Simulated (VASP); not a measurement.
Given:

```
InSb
1.0
    0.00000     3.25920     3.25920
    3.25920     0.00000     3.25920
    3.25920     3.25920     0.00000
In Sb
1 1
Direct
  0.03068   0.03068   0.96932
  0.25000   0.25000   0.25000
```

All values below come from PBEsol GGA, VASP's PBE PAW potentials (set 64) (plane waves; VASP). Run with 480 eV cut-off, 10×10×10 Γ-centred mesh, first-order Methfessel-Paxton smearing of 0.10 eV, potentials In_d Sb.

Problem. Give the force on each atom (eV/Å).

Solution. 
```tsv
atom	Fx	Fy	Fz
In1	0.000	0.000	-1.282
Sb2	0.000	0.000	1.282
```

Problem. Give the stress tensor in GPa (positive for a compressed cell).

Solution. 
```
0.92  3.41  0.00
3.41  0.92  0.00
0.00  0.00  0.13
```
The pressure is its mean diagonal, 0.65 GPa.

The compound is InSb in the zinc blende structure. This cell was strained or had an atom moved on purpose.
